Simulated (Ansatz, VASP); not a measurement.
**AlPt3N in two plane-wave programs**

One calculation is typed for both programs; each brings its own data sets. How far apart do they land? The cell is generated by rule, not measured, and may not be a known phase. The cell is taken from a series of runs on this material, whose earlier steps may have relaxed, scaled, displaced or heated it; both programs get it as it stands.

Method: plane waves, with VASP 6.6.1 beside it; single point at LDA, in Ansatz 0.2.0.

The structure was built from a prototype and need not be the compound's stable phase.

**1. The starting structure**

The structure is cubic, space group Pm-3m (No. 221). Conventional cell: a = 3.922 Å, b = 3.922 Å, c = 3.922 Å, α = 90.00°, β = 90.00°, γ = 90.00°. Al has 12 Pt at 2.77 Å nearest. Nearest to Pt lie 2 N at 1.96 Å. Nearest to N lie 6 Pt at 1.96 Å. Farther neighbours and most contacts between anions are not listed.

**2. VASP: single point, LDA**

A single point gives forces, pressure and levels at one fixed geometry, so differences don't come from the geometry; what else differs is listed under the comparison.

Lines of VASP's logs that name or quote its potential files are left out, and so is its time.

INCAR reads:

```
SYSTEM = AlPt3N
PREC = Accurate
ENCUT = 600
EDIFF = 1E-06
NELM = 120
ISMEAR = 0
SIGMA = 0.1
LREAL = .FALSE.
ALGO = Normal
GGA = PW92
NBANDS = 25
LASPH = .TRUE.
LORBIT = 11
LWAVE = .FALSE.
LCHARG = .FALSE.
ISIF = 2
GGA_COMPAT = .FALSE.
KPAR = 2
```

POSCAR reads:

```
AlPt3N
1.0
    3.9215800000      0.0000000000      0.0000000000
    0.0000000000      3.9215800000      0.0000000000
    0.0000000000      0.0000000000      3.9215800000
Al Pt N
1 3 1
Direct
    0.0000000000      0.0000000000      0.0000000000
    0.5000000000      0.5000000000      0.0000000000
    0.5000000000      0.0000000000      0.5000000000
    0.0000000000      0.5000000000      0.5000000000
    0.5000000000      0.5000000000      0.5000000000
```

KPOINTS reads:

```
Automatic mesh
0
Gamma
6 6 6
0 0 0
```

The projector-augmented-wave data sets are Al, Pt and N (LDA family, release 64).

Run with:

```console
$ mpirun -np 2 vasp_std
```

Numbers of over 12 decimals in the logs are rounded to 6 here.

What it wrote:

```text
[banner, memory and clock lines left out]
running    2 mpi-ranks, on    1 nodes
 distrk:  each k-point on    1 cores,    2 groups
 distr:  one band on    1 cores,    1 groups

 POSCAR found type information on POSCAR AlPtN
 POSCAR found :  3 types and       5 ions
|                                                                             |
|               ----> ADVICE to this user running VASP <----                  |
|                                                                             |
|     You enforced a specific xc type in the INCAR file but a different       |
|     [... a line on the potential file left out ...]
|     I HOPE YOU KNOW WHAT YOU ARE DOING!                                     |
|                                                                             |

 LDA part: xc-table for (Slater(with rela. corr.)+PW92), standard interpolation
 POSCAR, INCAR and KPOINTS ok, starting setup
 FFT: planning ... GRIDC
 FFT: planning ... GRID_SOFT
 FFT: planning ... GRID
 WAVECAR not read
 entering main loop
       N       E                     dE             d eps       ncg     rms          rms(c)
DAV:   1     0.252319672137E+03    0.25232E+03   -0.21069E+04  1000   0.163E+03
DAV:   2    -0.235417496553E+02   -0.27586E+03   -0.26600E+03  1155   0.336E+02
DAV:   3    -0.355661470827E+02   -0.12024E+02   -0.11823E+02  1160   0.688E+01
DAV:   4    -0.356983555175E+02   -0.13221E+00   -0.13198E+00  1188   0.746E+00
DAV:   5    -0.356994762515E+02   -0.11207E-02   -0.11200E-02  1180   0.701E-01    0.475E+01
DAV:   6    -0.334260496348E+02    0.22734E+01   -0.10429E+01  1154   0.237E+01    0.245E+01
DAV:   7    -0.331940398150E+02    0.23201E+00   -0.11058E+00  1138   0.790E+00    0.129E+01
DAV:   8    -0.331326780072E+02    0.61362E-01   -0.10168E-01  1143   0.230E+00    0.593E-01
DAV:   9    -0.331288245881E+02    0.38534E-02   -0.29370E-02  1193   0.110E+00    0.290E-01
DAV:  10    -0.331286089713E+02    0.21562E-03   -0.20215E-03  1165   0.295E-01    0.111E-01
DAV:  11    -0.331285540834E+02    0.54888E-04   -0.20390E-04  1205   0.105E-01    0.511E-02
DAV:  12    -0.331285526148E+02    0.14685E-05   -0.21423E-05  1204   0.283E-02    0.144E-02
DAV:  13    -0.331285523785E+02    0.23629E-06   -0.97899E-07   647   0.755E-03
   1 F= -.33128552E+02 E0= -.33117346E+02  d E =-.224125E-01
```

Parts of OUTCAR (step 2):

```text
ion  position               nearest neighbor table
   1  0.000  0.000  0.000-   2 2.77   3 2.77   4 2.77   3 2.77   4 2.77   2 2.77   4 2.77   4 2.77
                             2 2.77   3 2.77   3 2.77   2 2.77
   2  0.500  0.500  0.000-   5 1.96   5 1.96   4 2.77   1 2.77   3 2.77   4 2.77   3 2.77   1 2.77
                             3 2.77   3 2.77   1 2.77   4 2.77   4 2.77   1 2.77
   3  0.500  0.000  0.500-   5 1.96   5 1.96   4 2.77   1 2.77   1 2.77   2 2.77   2 2.77   4 2.77
                             2 2.77   2 2.77   1 2.77   4 2.77   1 2.77   4 2.77
   4  0.000  0.500  0.500-   5 1.96   5 1.96   3 2.77   1 2.77   1 2.77   2 2.77   1 2.77   3 2.77
                             1 2.77   2 2.77   3 2.77   2 2.77   2 2.77   3 2.77
   5  0.500  0.500  0.500-   2 1.96   3 1.96   4 1.96   2 1.96   3 1.96   4 1.96

  LATTYP: Found a simple cubic cell.
 ALAT       =     3.9215800000

 Subroutine GETGRP returns: Found 48 space group operations
 (whereof 48 operations were pure point group operations)

The static configuration has the point symmetry O_h .

 Found     20 irreducible k-points:

   k-points           NKPTS =     20   k-points in BZ     NKDIM =     20   number of bands    NBANDS=     25

   dimension x,y,z NGX =    32 NGY =   32 NGZ =   32
   dimension x,y,z NGXF=    64 NGYF=   64 NGZF=   64

   ENCUT  =  600.0 eV  44.10 Ry    6.64 a.u.   7.83  7.83  7.83*2*pi/ulx,y,z

   NELECT =      38.0000    total number of electrons

 k-points in reciprocal lattice and weights: Automatic mesh
   0.00000000  0.00000000  0.00000000       0.005
   0.16666667  0.00000000  0.00000000       0.028
   0.33333333  0.00000000  0.00000000       0.028
   0.50000000  0.00000000  0.00000000       0.014
   0.16666667  0.16666667  0.00000000       0.056
   0.33333333  0.16666667  0.00000000       0.111
   0.50000000  0.16666667  0.00000000       0.056
   0.33333333  0.33333333  0.00000000       0.056
   0.50000000  0.33333333  0.00000000       0.056
[...]
0.50000000  0.50000000  0.33333333       0.028
   0.50000000  0.50000000  0.50000000       0.005

 average (electrostatic) potential at core
       1 -66.8921       2 -62.1333       3 -62.1333       4 -62.1333       5 -58.5110

 E-fermi :  13.0047

 k-point     1 :       0.0000    0.0000    0.0000
  band No.  band energies     occupation
    ...
     15       9.6240      2.00000
     16      12.0894      2.00000
     17      12.1543      2.00000
     18      12.1543      2.00000
     19      12.1543      2.00000
     20      13.2366      0.00104
     21      13.2366      0.00104
     22      13.2366      0.00104
     23      15.6982      0.00000
     24      18.1011      0.00000
    ...

 k-point     2 :       0.1667    0.0000    0.0000
  band No.  band energies     occupation
    ...
     15       9.7895      2.00000
     16      11.7478      2.00000
     17      11.8830      2.00000
     18      11.8830      2.00000
     19      12.1552      2.00000
     20      13.1526      0.03641
     21      13.9868      0.00000
     22      13.9868      0.00000
     23      15.7829      0.00000
     24      18.0807      0.00000
    ...

 k-point     3 :       0.3333    0.0000    0.0000
  band No.  band energies     occupation
    ...
     15       9.6293      2.00000
     16      10.8586      2.00000
     17      11.4877      2.00000
     18      11.4877      2.00000
     19      12.1569      2.00000
     20      13.8350      0.00000
     21      15.3369      0.00000
     22      15.6096      0.00000
     23      15.6096      0.00000
     24      18.0735      0.00000
    ...

  Total       17.5858974     17.5858974     17.5858974     -0.0000000     -0.0000000      0.0000000
  in kB      467.1882172    467.1882172    467.1882172     -0.0000000     -0.0000000      0.0000000
  external PRESSURE =     467.1882172 kB  Pullay stress =       0.0000000 kB

  energy-cutoff  :      600.00
  volume of cell :       60.31
      direct lattice vectors                 reciprocal lattice vectors
     3.921580000  0.000000000  0.000000000     0.254999261  0.000000000  0.000000000
     0.000000000  3.921580000  0.000000000     0.000000000  0.254999261  0.000000000
     0.000000000  0.000000000  3.921580000     0.000000000  0.000000000  0.254999261

 POSITION                                       TOTAL-FORCE (eV/Angst)
 -----------------------------------------------------------------------------------
      0.00000      0.00000      0.00000         0.000000      0.000000      0.000000
      1.96079      1.96079      0.00000         0.000000      0.000000      0.000000
      1.96079      0.00000      1.96079         0.000000      0.000000      0.000000
      0.00000      1.96079      1.96079         0.000000      0.000000      0.000000
      1.96079      1.96079      1.96079         0.000000      0.000000      0.000000
 -----------------------------------------------------------------------------------
    total drift:                                0.000000     -0.000000     -0.000000

  FREE ENERGIE OF THE ION-ELECTRON SYSTEM (eV)
  ---------------------------------------------------
  free  energy   TOTEN  =       -33.1285523785 eV

  energy  without entropy=      -33.1061398815  energy(sigma->0) =      -33.11734613

 total charge
# of ion       s       p       d       tot
------------------------------------------
    1        0.370   0.341   0.000   0.711
    2        0.678   0.777   8.412   9.867
    3        0.678   0.777   8.412   9.867
    4        0.678   0.777   8.412   9.867
    5        1.197   2.640   0.000   3.838
--------------------------------------------------
tot          3.602   5.313  25.236  34.151

[... 3 further parts left out ...]
```

The run ends at a pressure of 46.72 GPa.

**3. Ansatz: single point, LDA**

Ansatz runs on its default PAW (the set named soft_2) files.

The same cell, functional (in two slightly different forms), mesh and smearing now go to Ansatz, which takes its cutoff from its data sets.

input.yaml reads:

```yaml
crystal:
  lattice:
    - [3.92158, 0.0, 0.0]
    - [0.0, 3.92158, 0.0]
    - [0.0, 0.0, 3.92158]
  atoms:
    - { symbol: Al, position: [0.0, 0.0, 0.0] }
    - { symbol: Pt, position: [0.5, 0.5, 0.0] }
    - { symbol: Pt, position: [0.5, 0.0, 0.5] }
    - { symbol: Pt, position: [0.0, 0.5, 0.5] }
    - { symbol: "N", position: [0.5, 0.5, 0.5] }
kpoints:
  mp_grid: { grid: [6, 6, 6] }
hamiltonian:
  xc: lda
scf:
  occupations: { method: gaussian, width: 0.1 }
output:
  forces: true
  stress: true
  eigenvalues: true
```

Run with:

```console
$ ansatz run input.yaml --threads 8 --pin off --max-ram 14336MiB --backend cpu --events-out ev --progress --plain --runs-dir out
```

What it wrote:

```text
Engine: ansatz 0.2.0, x86_64-unknown-linux-gnu
Pseudopotentials: kind: paw
Pseudopotential: Al, paw, valence charge 3, recommended cutoff 420 eV (normal), Al.paw.azcp
Pseudopotential: Pt, paw, valence charge 18, recommended cutoff 420 eV (normal), Pt.paw.azcp
Pseudopotential: N, paw, valence charge 5, recommended cutoff 420 eV (normal), N.paw.azcp
Functional definition: SPW92
  exchange = slater_x
  correlation = pw_c
Crystal: 5 atoms, lattice volume = 60.309 Å³
Basis set: ecut = 420 eV, 1189 PW (Γ)
Bands: 38, of which v1, the nominal top of the filled ones, is band 31 counted from 1 (30 counted from 0)
Symmetry: 48 space group operations
Space group: Pm-3m (ITA 221), of the structure as read, at distance tolerance 3.9e-5 Å
k-points: 20 of 216
Non-local potential: Al, projectors of the file, l = 0: 2, l = 1: 2, l = 2: 1
Non-local potential: Pt, projectors of the file, l = 0: 3, l = 1: 2, l = 2: 2, l = 3: 1
Non-local potential: N, projectors of the file, l = 0: 2, l = 1: 2, l = 2: 1
PAW form: soft (Blöchl's): semilocal exchange-correlation on the pseudo side does not see the compensation charge
PAW frozen core: Al, regenerated for the run's functional, and the local potential with it (the file was generated under x = pbe(κ = 0.804, μ = 0.219515), c = pbe(β = 0.066725))
PAW frozen core: Pt, regenerated for the run's functional, and the local potential with it (the file was generated under x = pbe(κ = 0.804, μ = 0.219515), c = pbe(β = 0.066725))
PAW frozen core: N, regenerated for the run's functional, and the local potential with it (the file was generated under x = pbe(κ = 0.804, μ = 0.219515), c = pbe(β = 0.066725))
PAW one-centre angular grid: Al, 110 points (default); XC on 64 Gauss nodes
PAW one-centre angular grid: Pt, 590 points (default); XC on 64 Gauss nodes
PAW one-centre angular grid: N, 110 points (default); XC on 64 Gauss nodes
Initial density: superposition of atomic densities (neutral atoms: chi_scale 0, normalization atom), corrected by the library's trained network
Initial wavefunctions: pseudopotential atomic-orbital guess
Functional: x = slater, c = lda
SCF iter   1: F=—  HF=-37619.059529 eV  |F-HF|=—  |Δ(HF+E_count)|=         —  Δρ=5.95e-3  dr2=2.06e-2  ethr=1.77e-3  ⟨swp⟩=6.1  Hψ=3007  notcnv=0  defer=3
preconditioner: auto → Kerker (q_TF=auto, 2.741 Å⁻¹)  [metal: Δε(μ)=0.056 eV  Ē_g=9.942 eV  σ=0.100 eV  W_gap=0.29  n_scr=18 (ndim 8)  ℏωp=29.5 eV  f_vac=0.000  D(μ)=4.64/eV (n_scr^D=56)]
SCF iter   2: F=—  HF=-37619.056470 eV  |F-HF|=—  |Δ(HF+E_count)|=   3.06e-3  Δρ=3.06e-3  dr2=4.54e-3  ethr=3.32e-5  ⟨swp⟩=1.5  Hψ=939  notcnv=0  defer=3
SCF iter   3: F=—  HF=-37619.055723 eV  |F-HF|=—  |Δ(HF+E_count)|=   7.47e-4  Δρ=8.82e-4  dr2=6.53e-4  ethr=7.32e-6  ⟨swp⟩=2.4  Hψ=1049  notcnv=0  defer=3
SCF iter   4: F=—  HF=-37619.055488 eV  |F-HF|=—  |Δ(HF+E_count)|=   2.35e-4  Δρ=3.24e-4  dr2=7.16e-5  ethr=1.05e-6  ⟨swp⟩=2.0  Hψ=1029  notcnv=0  defer=3
SCF iter   5: F=—  HF=-37619.055468 eV  |F-HF|=—  |Δ(HF+E_count)|=   2.04e-5  Δρ=1.26e-4  dr2=8.55e-6  ethr=1.16e-7  ⟨swp⟩=2.0  Hψ=1070  notcnv=0  defer=3
SCF iter   6: F=—  HF=-37619.055465 eV  |F-HF|=—  |Δ(HF+E_count)|=   3.16e-6  Δρ=2.52e-5  dr2=2.48e-7  ethr=1.38e-8  ⟨swp⟩=2.0  Hψ=1089  notcnv=0  defer=3
SCF iter   7: F=-37619.055465 eV  HF=-37619.055465 eV  |F-HF|=1.18e-8  |Δ(HF+E_count)|=   9.10e-8  Δρ=5.21e-6  dr2=1.80e-8  ethr=1.61e-10  ⟨swp⟩=7.6  Hψ=2909  notcnv=0
SCF 1 converged in 7 iterations: F = -37619.055465 eV  dr2 = 1.80e-8
  greatest PAW one-centre occupation: 1.000 electrons in one spin orbital (limit 2), on the Pt atom at site 3 (counted from 0), in its partial waves of l = 0
SCF converged after 7 iterations
Free energy (F): -37619.055465 eV
Harris-Foulkes:  -37619.055465 eV  (|F-HF|=1.18e-8)
Internal energy: -37619.033003 eV  (E = F + TS)
E sigma→0 (E₀):  -37619.044234 eV
Entropy (-TS):   -0.022461 eV (-4.492 meV/atom)
Fermi energy:    22.230810 eV
--- Per-component energies (eV) ---
  E_band       = -418.468444
  E_kinetic    = 2103.311405
  E_local      = -5962.980369  (includes V_loc(G=0)·N_el)
  E_nonlocal   = 684.004172
  E_hartree    = 2348.603376
  E_xc         = -889.231337
  E_vxc        = -1025.703611  (∫ρ·V_xc dr)
  E_paw        = -28099.019817  (= ΣΔE_a)
  E_vpaw       = -914.318215  (= ΣTr[D̂ρ^β])
  E_aug_tail   = 0.000613  (compensation charges beyond the density's cutoff)
  E_ewald      = -7805.248415
  E_core_change = 1.527369  (= ΣΔE_core)
  E_smearing   = -0.022461  (= −TS)
  E_closure    = 0.000000  (closes the sum)
  Σ components = -37619.055465   (vs F -37619.055465, Δ=0.00e0)
--- Forces (eV/Å), atoms counted from 1 ---
  atom   1  Al    -0.00000000    -0.00000000     0.00000000
  atom   2  Pt     0.00000000     0.00000000    -0.00000000
  atom   3  Pt     0.00000000    -0.00000000    -0.00000000
  atom   4  Pt     0.00000000    -0.00000000     0.00000000
  atom   5  N      0.00000000     0.00000000     0.00000000
  max |Σ_I F_I| component: 1.73e-28 eV/Å
--- Stress (GPa, compression-positive) ---
       45.139873       0.000000       0.000000
        0.000000      45.139873       0.000000
        0.000000       0.000000      45.139873
  P = ⅓ Tr σ = 45.1399 GPa (451.399 kbar)
--- Band table (eV; the first three rows and the last of 20) ---
  k-point 0: bands = [... 27 lower, 21.2958, 21.3791, 21.3791, 21.3791, 22.4721, 22.4721, 22.4721, 24.9364, ... 3 higher]
  k-point 1: bands = [... 27 lower, 20.9558, 21.1126, 21.1126, 21.3800, 22.3939, 23.2165, 23.2165, 25.0157, ... 3 higher]
  k-point 2: bands = [... 27 lower, 20.0699, 20.7244, 20.7244, 21.3817, 23.0740, 24.5662, 24.8324, 24.8324, ... 3 higher]
  k-point 19: bands = [... 27 lower, 19.3393, 21.0660, 21.0660, 21.0660, 23.3211, 23.3211, 23.3211, 24.4150, ... 3 higher]
```

The run ends at a pressure of 45.14 GPa.

**4. Differences**

Known differences besides the potentials themselves: the data sets hold 62 valence electrons in Ansatz (on its default PAW (the set named soft_2) files) and 38 in VASP; the cutoff is 420 eV in Ansatz and 600 eV in VASP; VASP's log shows a relativistic correction to its local exchange, Ansatz's none. Total energies have different zeros and are not compared.

Both answers:

```csv
quantity,Ansatz,VASP,difference
pressure (GPa),45.14,46.72,-1.58
```

**5. What came out**

```
difference in pressure (single point, LDA) : -1.6 GPa
```

In words: The difference in pressure is -1.6 GPa (single point, LDA), beyond the 1 GPa picked in this series as the mark of a large difference. The data sets hold unlike numbers of valence electrons (62 in Ansatz and 38 in VASP), so part of the differences comes from the potentials. How closely two codes agree says nothing of how well the functional describes the real material.

[Lines on the potential files, build, host, timing and source positions are cut from VASP's logs without a mark.]

[Logs are printed without paths, hosts, clocks, repeated set-up lines and the standing remarks that a program may print on its own settings, such as how far it seeks lower states.]

[Hosts, paths, dates, database ids (printed as entryN), source tags and the programs' standing remarks are cut or masked in the printed files.]
